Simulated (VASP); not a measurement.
# A VASP study of Ag (Silver) (PBE): structure first, properties next

What structure and properties does PBE give Ag (Silver), and how near are they to the measured ones? The steps: relaxing cell and atoms (PBE), second relaxation, single point with fields (PBE), band structure (PBE), total and projected DOS (PBE), core levels (PBE) and band structure (PBE), changed input. Left out of this account: 1 further run (phonons: it ended without a result to show). The start is a cell from a database of measured crystal structures.

Method: PBE; plane waves and PAW (Ag), in VASP 6.6.1.

**What experiment says.**

“Chemical Reactivity of Supported ZnO Clusters: Undercoordinated Zinc and Oxygen Atoms as Active Sites” (2020, pmc:7756222) quotes from earlier work for Ag, fcc (literature value): lattice constant a (cubic lattice parameter) 4.0857 Å [literature value quoted in the computational section; measurement temperature not stated …].

Report form: the programs' logs are mostly left out.

## (1) The structure

Before any relaxation, the start is as follows. It takes space group Fm-3m (No. 225, cubic). The conventional cell has a = 4.085 Å, b = 4.085 Å, c = 4.085 Å, α = 90.00°, β = 90.00°, γ = 90.00°. Nearest to Ag lie 12 Ag at 2.89 Å.

As a file:

```cif
data_structure
_symmetry_space_group_name_H-M 'Fm-3m'
_symmetry_Int_Tables_number 225
_cell_length_a 4.0855
_cell_length_b 4.0855
_cell_length_c 4.0855
_cell_angle_alpha 90.000
_cell_angle_beta 90.000
_cell_angle_gamma 90.000
_cell_volume 68.19
loop_
_atom_site_label
_atom_site_type_symbol
_atom_site_symmetry_multiplicity
_atom_site_Wyckoff_symbol
_atom_site_fract_x
_atom_site_fract_y
_atom_site_fract_z
_atom_site_occupancy
Ag1 Ag 4 a 0.00000 0.00000 0.00000 1
```

## (2) Relaxing cell and atoms (PBE)

Properties are meant for the cell that this level of theory prefers, so cell and atoms are relaxed first (ISIF = 3) until forces and stress are small; EDIFFG sets the threshold. PBE, the usual starting point, adds the gradient of the density.

INCAR reads:

```
SYSTEM = Ag
PREC = Accurate
ENCUT = 400
EDIFF = 1E-06
NELM = 100
ISMEAR = 1
SIGMA = 0.2
LREAL = .FALSE.
ALGO = Normal
GGA = PE
NBANDS = 11
LASPH = .TRUE.
LORBIT = 11
LWAVE = .FALSE.
LCHARG = .FALSE.
KPAR = 2
IBRION = 2
NSW = 60
ISIF = 3
EDIFFG = -0.01
```

POSCAR reads:

```
Ag
1.0
    0.0000000000      2.0427500000      2.0427500000
    2.0427500000      0.0000000000      2.0427500000
    2.0427500000      2.0427500000      0.0000000000
Ag
1
Direct
    0.0000000000      0.0000000000      0.0000000000
```

KPOINTS reads:

```
Automatic mesh
0
Gamma
11 11 11
0 0 0
```

PAW data sets: Ag (PBE family, release 64).

On the command line:

```
$ mpirun -np 2 vasp_std
```

Elapsed: 12 s, on 2 MPI ranks of Intel Xeon Platinum 8488C (Sapphire Rapids), shared host; peak memory 0.26 GiB; 24 s of CPU time.

This run has no spin polarisation. Its electron count is odd, so without a moment it is a metal by construction. The k-mesh is coarse for a metal. The run keeps the 48 symmetry operations of its start, so it cannot find a distortion of lower symmetry.

Relaxation path:

| step | energy less that of the first step (eV) | largest force (eV/Å) | pressure (GPa) | volume (Å³) |
| --- | --- | --- | --- | --- |
| 1 | 0.0000 | 0.0000 | 3.87 | 17.05 |
| 2 | -0.0048 | 0.0000 | -2.00 | 18.08 |
| 3 | -0.0073 | 0.0000 | 0.03 | 17.68 |

| conventional cell, symmetrised | before | after | change |
| --- | --- | --- | --- |
| a (Å) | 4.085 | 4.136 | +1.2 % |
| b (Å) | 4.085 | 4.136 | +1.2 % |
| c (Å) | 4.085 | 4.136 | +1.2 % |
| volume (Å³/atom) | 17.05 | 17.68 | +3.7 % |

The relaxed structure:

```cif
data_structure
_symmetry_space_group_name_H-M 'P 1'
_symmetry_Int_Tables_number 1
_cell_length_a 2.9243
_cell_length_b 2.9243
_cell_length_c 2.9243
_cell_angle_alpha 60.000
_cell_angle_beta 60.000
_cell_angle_gamma 60.000
_cell_volume 17.68
loop_
_atom_site_label
_atom_site_type_symbol
_atom_site_fract_x
_atom_site_fract_y
_atom_site_fract_z
_atom_site_occupancy
Ag1 Ag 0.00000 0.00000 0.00000 1
```

This step gave:

```yaml
electrons: 11
bands: 11
irreducible_k_points: 56
symmetry_operations: 48
free_energy_toten: -2.717 eV
energy_at_zero_smearing: -2.716 eV
fermi_energy: 8.204 eV
pressure: 0.03165 GPa
metallic: yes
scf_cycles_over_all_ionic_steps: 24
```

It ends with forces that vanish by symmetry and a pressure of 0.03 GPa. The volume lies +3.7 % from that of the database's start.

## (3) Second relaxation

The basis stayed that of the start cell while the cell moved. A rerun from the cell reached resets it; the error of the finite cutoff stays.

INCAR is that of step 2.

POSCAR reads:

```
Ag
1.0
    0.0000000000      2.0677638109      2.0677638109
    2.0677638109      0.0000000000      2.0677638109
    2.0677638109      2.0677638109      0.0000000000
Ag
1
Direct
    0.0000000000      0.0000000000      0.0000000000
```

KPOINTS is that of step 2.

On the command line:

```
$ mpirun -np 2 vasp_std
```

The job ended after 8.2 s (2 MPI ranks; peak memory 0.25 GiB; 15 s of CPU time).

Little changed from the start: no atom moved by 0.005 Å and no cell edge by 0.1 %.

This step gave:

```yaml
free_energy_toten: -2.719 eV
energy_at_zero_smearing: -2.718 eV
fermi_energy: 8.177 eV
pressure: -0.04389 GPa
scf_cycles_over_all_ionic_steps: 16
```

It ends with forces that vanish by symmetry and a pressure of -0.04 GPa.

## (4) Single point with fields (PBE)

The relaxed cell gets a fresh self-consistent run, on a basis set for its own volume, to fix the density and to check the remaining stress.

Edit INCAR of step 3 so:

```diff
@@ -14,7 +14,5 @@
 LWAVE = .FALSE.
-LCHARG = .FALSE.
-KPAR = 2
-IBRION = 2
-NSW = 60
-ISIF = 3
-EDIFFG = -0.01
+LCHARG = .TRUE.
+ISIF = 2
+LELF = .TRUE.
+LVHAR = .TRUE.
```

POSCAR reads:

```
Ag
1.0
    0.0000000000      2.0691908426      2.0691908426
    2.0691908426      0.0000000000      2.0691908426
    2.0691908426      2.0691908426      0.0000000000
Ag
1
Direct
    0.0000000000      0.0000000000      0.0000000000
```

KPOINTS is that of step 3.

On the command line:

```
$ mpirun -np 2 vasp_std
```

The job ended after 6.4 s (2 MPI ranks; peak memory 0.22 GiB).

This step gave:

| Quantity | Value |
| --- | --- |
| SCF cycles | 11 |
| bands | 12 |
| pressure | -0.05695 GPa |

Valence electrons inside each PAW sphere by angular momentum. Sphere charges, by row:

| atom | s (e) | p (e) | d (e) | tot (e) |
| --- | --- | --- | --- | --- |
| Ag1 | 0.408 | 0.278 | 9.155 | 9.841 |

Electrostatic potential energy in the ac plane of the conventional cell at fractional y = 0.000, with atoms of Ag within 0.2 Å of it. With pseudopotentials it is smooth inside the atoms' cores, unlike the true potential.

Values in eV, 14 rows by 14 columns, each cell a mean:
```
-66 -60 -39 -13   0   2   3   3   3   1  -4 -25 -50 -64
-54 -45 -25  -6   0   2   2   2   2   1  -1 -14 -35 -50
-27 -20  -8  -1   0   0   0   0   0   1   0  -3 -14 -25
 -5  -3   0   0  -1  -6 -13 -15 -10  -3   0   0  -1  -4
  1   1   1   0  -8 -25 -39 -43 -34 -17  -3   1   1   1
  3   3   1  -3 -20 -45 -60 -63 -54 -34 -10   0   2   3
  3   3   1  -5 -27 -54 -66 -66 -63 -43 -15   0   2   3
  3   3   1  -4 -25 -50 -64 -66 -60 -39 -13   0   2   3
  2   2   1  -1 -14 -35 -50 -54 -45 -25  -6   0   2   2
  0   0   1   0  -3 -14 -25 -27 -20  -8  -1   0   0   0
-15 -10  -3   0   0  -1  -4  -5  -3   0   0  -1  -6 -13
-43 -34 -17  -3   1   1   1   1   1   1   0  -8 -25 -39
-63 -54 -34 -10   0   2   3   3   3   1  -3 -20 -45 -60
-66 -63 -43 -15   0   2   3   3   3   1  -5 -27 -54 -66
```
Columns run along a (4.1 Å; values clipped at the 3rd and 97th percentile), rows up along c (4.1 Å), edges of the conventional cell, whose origin can differ from the input's. Atoms in or near the plane, at fractional coordinates: Ag at (0.00, 0.00), Ag at (0.50, 0.50).

Valence density in the ac plane of the conventional cell at fractional y = 0.000, with atoms of Ag within 0.2 Å of it. It is the smooth field of the valence electrons, not physical close to the nuclei.

Ten even steps from '_' (0.1 e/Å³) to '@' (7.2 e/Å³), each cell a mean:
```
%%**::________________..==##
==--..__________________::==
....______________________..
____________________________
__________..::--::__________
________..--****==::________
________..==%%@@**--________
________..==##%%**::________
__________::====--..________
____________......__________
____________________________
--::____________________..::
**==::________________..--**
@@**--________________..==%%
```
Columns run along a (4.1 Å), rows up along c (4.1 Å), edges of the conventional cell, whose origin can differ from the input's. Atoms in or near the plane, at fractional coordinates: Ag at (0.00, 0.00), Ag at (0.50, 0.50).

ELF in the ac plane of the conventional cell at fractional y = 0.000, with atoms of Ag within 0.2 Å of it. It is the smooth field of the valence electrons, not physical close to the nuclei.

Values, 14 rows by 14 columns, each cell a mean:
```
0.00 0.04 0.18 0.25 0.19 0.17 0.16 0.16 0.16 0.17 0.22 0.24 0.10 0.01
0.08 0.14 0.24 0.23 0.17 0.17 0.17 0.17 0.17 0.17 0.20 0.24 0.20 0.10
0.23 0.25 0.24 0.19 0.17 0.17 0.19 0.19 0.18 0.17 0.18 0.21 0.24 0.24
0.22 0.21 0.18 0.17 0.19 0.23 0.25 0.25 0.24 0.21 0.18 0.18 0.20 0.22
0.17 0.17 0.17 0.18 0.24 0.24 0.18 0.15 0.20 0.24 0.21 0.17 0.17 0.17
0.16 0.16 0.17 0.21 0.25 0.14 0.04 0.02 0.07 0.20 0.24 0.18 0.17 0.16
0.16 0.16 0.17 0.22 0.23 0.08 0.00 0.01 0.02 0.15 0.25 0.19 0.17 0.16
0.16 0.16 0.17 0.22 0.24 0.10 0.01 0.00 0.04 0.18 0.25 0.19 0.17 0.16
0.17 0.17 0.17 0.20 0.24 0.20 0.10 0.08 0.14 0.24 0.23 0.17 0.17 0.17
0.19 0.18 0.17 0.18 0.21 0.24 0.24 0.23 0.25 0.24 0.19 0.17 0.17 0.19
0.25 0.24 0.21 0.18 0.18 0.20 0.22 0.22 0.21 0.18 0.17 0.19 0.23 0.25
0.15 0.20 0.24 0.21 0.17 0.17 0.17 0.17 0.17 0.17 0.18 0.24 0.24 0.18
0.02 0.07 0.20 0.24 0.18 0.17 0.16 0.16 0.16 0.17 0.21 0.25 0.14 0.04
0.01 0.02 0.15 0.25 0.19 0.17 0.16 0.16 0.16 0.17 0.22 0.23 0.08 0.00
```
Columns run along a (4.1 Å), rows up along c (4.1 Å), edges of the conventional cell, whose origin can differ from the input's. Atoms in or near the plane, at fractional coordinates: Ag at (0.00, 0.00), Ag at (0.50, 0.50).

In this run the pressure is -0.06 GPa, small enough to go on.

## (5) Band structure (PBE)

The mesh alone shows little of the dispersion and can miss band extrema, so KPOINTS_OPT adds a path through the symmetry points after the self-consistent cycle.

INCAR reads:

```
SYSTEM = Ag
PREC = Accurate
ENCUT = 400
EDIFF = 1E-06
NELM = 100
ISMEAR = 1
SIGMA = 0.2
LREAL = .FALSE.
ALGO = Normal
GGA = PE
NBANDS = 16
LASPH = .TRUE.
LORBIT = 11
LWAVE = .FALSE.
LCHARG = .FALSE.
KPAR = 2
```

POSCAR is that of step 4.

KPOINTS is that of step 4.

KPOINTS_OPT reads:

```
Line mode
16
Line-mode
Reciprocal
  0.00000000   0.00000000   0.00000000 GAMMA
  0.50000000   0.00000000   0.50000000 X

  0.50000000   0.00000000   0.50000000 X
  0.50000000   0.25000000   0.75000000 W

  0.50000000   0.25000000   0.75000000 W
  0.37500000   0.37500000   0.75000000 K

  0.37500000   0.37500000   0.75000000 K
  0.00000000   0.00000000   0.00000000 GAMMA

  0.00000000   0.00000000   0.00000000 GAMMA
  0.50000000   0.50000000   0.50000000 L

  0.50000000   0.50000000   0.50000000 L
  0.62500000   0.25000000   0.62500000 U

  0.62500000   0.25000000   0.62500000 U
  0.50000000   0.25000000   0.75000000 W

  0.50000000   0.25000000   0.75000000 W
  0.50000000   0.50000000   0.50000000 L

  0.50000000   0.50000000   0.50000000 L
  0.37500000   0.37500000   0.75000000 K

  0.62500000   0.25000000   0.62500000 U
  0.50000000   0.00000000   0.50000000 X
```

On the command line:

```
$ mpirun -np 2 vasp_std
```

Run time: 15 s. Hardware: 2 MPI ranks; peak memory 0.26 GiB.

Spin-orbit coupling is off here; it would split degenerate levels.

Numbers from this step:

- bands: 16
- pressure: -0.05617 GPa

Electronic bands along the path, in eV, zero at the Fermi level; # counts the bands kept:

| point | #2 | #3 | #4 | #5 | #6 | #7 | #8 |
| --- | --- | --- | --- | --- | --- | --- | --- |
| Γ | -4.95 | -4.95 | -4.95 | -3.98 | -3.98 | 15.67 | 19.02 |
| 0.47 of the way | -5.61 | -4.23 | -4.23 | -4.13 | -3.67 | 14.48 | 14.48 |
| X | -6.35 | -3.27 | -3.04 | -3.04 | 1.37 | 6.17 | 10.20 |
| 0.53 of the way | -6.01 | -4.01 | -3.60 | -3.04 | 2.93 | 6.27 | 8.33 |
| W | -5.19 | -5.19 | -3.97 | -3.04 | 5.54 | 5.54 | 6.46 |
| 0.53 of the way | -5.61 | -4.57 | -3.85 | -3.16 | 4.30 | 5.14 | 6.68 |
| K | -5.67 | -4.26 | -3.77 | -3.31 | 3.92 | 4.84 | 6.62 |
| 0.53 of the way | -5.31 | -4.72 | -4.41 | -4.33 | -3.02 | 11.67 | 12.05 |
| Γ | -4.95 | -4.95 | -4.95 | -3.98 | -3.98 | 15.67 | 19.02 |
| 0.47 of the way | -4.83 | -4.75 | -4.75 | -3.91 | -3.91 | 11.22 | 16.29 |
| L | -4.97 | -4.97 | -3.24 | -3.24 | -0.56 | 3.12 | 14.90 |
| 0.47 of the way | -5.21 | -4.58 | -4.24 | -3.30 | 1.27 | 3.33 | 12.13 |
| U | -5.67 | -4.26 | -3.77 | -3.31 | 3.92 | 4.84 | 6.62 |
| 0.47 of the way | -5.61 | -4.57 | -3.85 | -3.16 | 4.30 | 5.14 | 6.68 |
| W | -5.19 | -5.19 | -3.97 | -3.04 | 5.54 | 5.54 | 6.46 |
| 0.47 of the way | -5.40 | -4.61 | -4.32 | -3.31 | 2.24 | 3.56 | 11.36 |
| L | -4.97 | -4.97 | -3.24 | -3.24 | -0.56 | 3.12 | 14.90 |
| 0.47 of the way | -5.21 | -4.58 | -4.24 | -3.30 | 1.27 | 3.33 | 12.13 |
| K | -5.67 | -4.26 | -3.77 | -3.31 | 3.92 | 4.84 | 6.62 |
| jump to U | -5.67 | -4.26 | -3.77 | -3.31 | 3.92 | 4.84 | 6.62 |
| 0.47 of the way | -6.15 | -3.53 | -3.44 | -3.12 | 2.24 | 6.21 | 8.02 |
| X | -6.35 | -3.27 | -3.04 | -3.04 | 1.37 | 6.17 | 10.20 |

There is no gap at this level.

## (6) Total and projected DOS (PBE)

Here the states are counted by energy and projected on the atoms. The mesh is finer than in the run before.

Edit INCAR of step 5 so:

```diff
@@ -5,3 +5,3 @@
 NELM = 100
-ISMEAR = 1
+ISMEAR = -5
 SIGMA = 0.2
@@ -16 +16,2 @@
 KPAR = 2
+NEDOS = 2001
```

POSCAR is that of step 5.

KPOINTS reads:

```
Automatic mesh
0
Gamma
16 16 16
0 0 0
```

On the command line:

```
$ mpirun -np 2 vasp_std
```

Elapsed: 15 s, on 2 MPI ranks; peak memory 0.27 GiB; 29 s of CPU time.

With tetrahedra the forces and stress of a metal are not exact derivatives of the energy.

This step gave:

- irreducible k-points: 145
- free energy (TOTEN): -2.718 eV
- Fermi energy: 7.963 eV
- pressure: 0.1332 GPa
- DOS at the Fermi level: 0.2751 states/eV/cell

The density of states has structure finer than the step of the table below, so its rows give means over 0.5 eV, whole bins alone (the curve runs from -9.80 to 7.91 eV). Peaks (eV: height): total -5.76: 4.20, -4.49: 6.24, -3.75: 3.73, -3.07: 5.17; Ag d -5.76: 3.16, -4.49: 5.52, -3.75: 3.45, -3.07: 5.01; Ag p -4.49: 0.112, 1.56: 0.0885, 5.82: 0.103, 7.53: 0.118; Ag s -5.76: 0.288, -4.49: 0.0864, 3.72: 0.0982, 6.64: 0.133.

States under -9.8 eV and over 7.9 eV are left out. Density of states against energy, zero at the Fermi level; means over each step; values in states/eV/cell:

| energy (eV) | total | Ag d | Ag p | Ag s |
| --- | --- | --- | --- | --- |
| -8.0 | 0 | 0 | 0 | 0 |
| -7.5 | 0.0175 | 1.1e-5 | 1.9e-4 | 0.00921 |
| -7.0 | 0.0792 | 0.00143 | 0.00225 | 0.0398 |
| -6.5 | 0.155 | 0.0196 | 0.00664 | 0.0651 |
| -6.0 | 2.06 | 1.46 | 0.0326 | 0.193 |
| -5.5 | 2.99 | 2.39 | 0.0605 | 0.120 |
| -5.0 | 2.68 | 2.31 | 0.0520 | 0.0311 |
| -4.5 | 3.75 | 3.30 | 0.0776 | 0.0527 |
| -4.0 | 3.10 | 2.80 | 0.0572 | 0.0331 |
| -3.5 | 2.97 | 2.78 | 0.0314 | 0.0231 |
| -3.0 | 2.88 | 2.75 | 0.0187 | 0.0260 |
| -2.5 | 0.226 | 0.132 | 0.0199 | 0.0311 |
| -2.0 | 0.224 | 0.107 | 0.0273 | 0.0365 |
| -1.5 | 0.228 | 0.0909 | 0.0352 | 0.0400 |
| -1.0 | 0.240 | 0.0822 | 0.0445 | 0.0420 |
| -0.5 | 0.263 | 0.0764 | 0.0579 | 0.0430 |
| 0.0 | 0.277 | 0.0711 | 0.0690 | 0.0419 |
| 0.5 | 0.276 | 0.0677 | 0.0719 | 0.0404 |
| 1.0 | 0.271 | 0.0612 | 0.0764 | 0.0371 |
| 1.5 | 0.273 | 0.0564 | 0.0829 | 0.0341 |
| 2.0 | 0.261 | 0.0520 | 0.0830 | 0.0304 |
| 2.5 | 0.232 | 0.0450 | 0.0761 | 0.0252 |
| 3.0 | 0.197 | 0.0376 | 0.0663 | 0.0208 |
| 3.5 | 0.266 | 0.0568 | 0.0668 | 0.0546 |
| 4.0 | 0.326 | 0.0709 | 0.0625 | 0.0915 |
| 4.5 | 0.302 | 0.0613 | 0.0615 | 0.0829 |
| 5.0 | 0.311 | 0.0584 | 0.0724 | 0.0761 |
| 5.5 | 0.309 | 0.0549 | 0.0769 | 0.0708 |
| 6.0 | 0.304 | 0.0518 | 0.0798 | 0.0660 |
| 6.5 | 0.346 | 0.0594 | 0.0723 | 0.0974 |
| 7.0 | 0.370 | 0.0649 | 0.0836 | 0.0927 |
| 7.5 | 0.459 | 0.0789 | 0.111 | 0.103 |

The finer mesh and the other smearing move the Fermi level by -0.21 eV from the 11×11×11 run, one measure of the sampling error in the zero of the bands above. Of the states within 0.3 eV of the Fermi level, the largest shares in the PAW spheres are Ag d 26 %, Ag p 25 % and Ag s 15 %. The rest lies in smaller channels or between the spheres.

## (7) Core levels (PBE)

ICORELEVEL = 1 prints the core eigenvalues in the potential of the ground state.

INCAR reads:

```
SYSTEM = Ag
PREC = Accurate
ENCUT = 400
EDIFF = 1E-06
NELM = 100
ISMEAR = 1
SIGMA = 0.2
LREAL = .FALSE.
ALGO = Normal
GGA = PE
NBANDS = 11
LASPH = .TRUE.
LORBIT = 11
LWAVE = .FALSE.
LCHARG = .FALSE.
KPAR = 2
ICORELEVEL = 1
```

POSCAR is that of step 6.

KPOINTS reads:

```
Automatic mesh
0
Gamma
11 11 11
0 0 0
```

On the command line:

```
$ mpirun -np 2 vasp_std
```

Run time: 5.8 s. Hardware: 2 MPI ranks; peak memory 0.24 GiB.

These are scalar-relativistic Kohn-Sham levels of the ground state, with no core hole, so they are not binding energies.

Numbers from this step:

| Item | Value |
| --- | --- |
| bands | 11 |
| irreducible k-points | 56 |
| free energy (TOTEN) | -2.719 eV |
| Fermi energy | 8.177 eV |
| pressure | -0.05670 GPa |

Kohn-Sham core levels. Core levels, by row:

| atom | shell | level below the Fermi level (eV) |
| --- | --- | --- |
| Ag1 | 1s | 25322 |
| Ag1 | 2s | 3726 |
| Ag1 | 2p | 3342 |
| Ag1 | 3s | 681 |
| Ag1 | 3p | 554.8 |
| Ag1 | 3d | 355.9 |
| Ag1 | 4s | 92.24 |
| Ag1 | 4p | 55.69 |

## (8) Band structure (PBE), changed input

The mesh alone shows little of the dispersion and can miss band extrema, so KPOINTS_OPT adds a path through the symmetry points after the self-consistent cycle. Some settings are moved from the usual, to see what they do.

Edit INCAR of step 7 so:

```diff
@@ -8,5 +8,5 @@
 LREAL = .FALSE.
-ALGO = Normal
+ALGO = Fast
 GGA = PE
-NBANDS = 11
+NBANDS = 16
 LASPH = .TRUE.
@@ -16,2 +16 @@
 KPAR = 2
-ICORELEVEL = 1
```

POSCAR is that of step 7.

KPOINTS is that of step 7.

KPOINTS_OPT is that of step 5.

On the command line:

```
$ mpirun -np 2 vasp_std
```

Wall time 14 s (2 MPI ranks); peak memory 0.26 GiB; 28 s of CPU time.

ALGO acts on the way to self-consistency or on speed; a fully converged result doesn't depend on them, though slow mixing can meet EDIFF with the stress still off.

Numbers from this step:

```yaml
scf_cycles: 12
bands: 16
pressure: -0.02778 GPa
```

The electronic bands at the labelled points (eV, zero at the Fermi level; # counts the bands kept):

(Unchanged from step 5.)

Against the sound run “Band structure (PBE)”, the energy at zero smearing moves by +0.0 meV an atom, the pressure by +0.03 GPa and the Fermi level by +0.00 eV.

## (9) Summary of results

| Property | Result |
| --- | --- |
| relaxed volume | 17.72 Å³/atom |
| relaxed conventional cell a, b, c | 4.138, 4.138, 4.138 Å |
| space group after relaxing, within 0.02 Å | Fm-3m (No. 225) |
| band gap | none, a metal |
| DOS at the Fermi level | 0.275 states/eV/cell |
| shallowest level of the frozen cores | Ag1 4p, 55.7 eV deep |

With PBE, Ag (Silver) relaxes to 17.72 Å³/atom in space group Fm-3m (held by the symmetry of the run) and comes out as a metal. Against the listed cell the volume lies +3.9 %. Band structure (PBE): Of the bands kept, 1 crosses the Fermi level on this path. Band structure (PBE), changed input: Of the bands kept, 1 crosses the Fermi level on this path. Spin-orbit coupling is left out; it would split some degenerate bands. The k-sampling is coarse for a metal, so the Fermi level, pressures and the shape of the cell carry errors. No search among competing phases was made. All values are for a static lattice at zero temperature.

Comparison with the measured values:

```
              quantity  measured             PBE
lattice constant a (Å)    4.0857  4.138 (+1.3 %)
```

Measured values from pmc:7756222 (2020).

Verdict: The lattice constant a is off by +1.3 %: fair agreement. The grades are ours: good and fair within 0.7 and 1.5 % for the lattice constant a. For lattice constants the calculation has a static lattice, without zero-point motion or thermal expansion. As a rule both would widen the computed cell, so the excess over experiment is if anything larger than shown.

[Lines on the potential files, build, host, timing and source positions are cut from VASP's logs without a mark.]

[Logs are printed without paths, hosts, clocks, repeated set-up lines and the standing remarks that a program may print on its own settings, such as how far it seeks lower states.]

[Hosts, paths, dates, database ids (printed as entryN), source tags and the programs' standing remarks are cut or masked in the printed files.]

[A measured line is paired with the nearest computed mode of its activity, which favours agreement.]
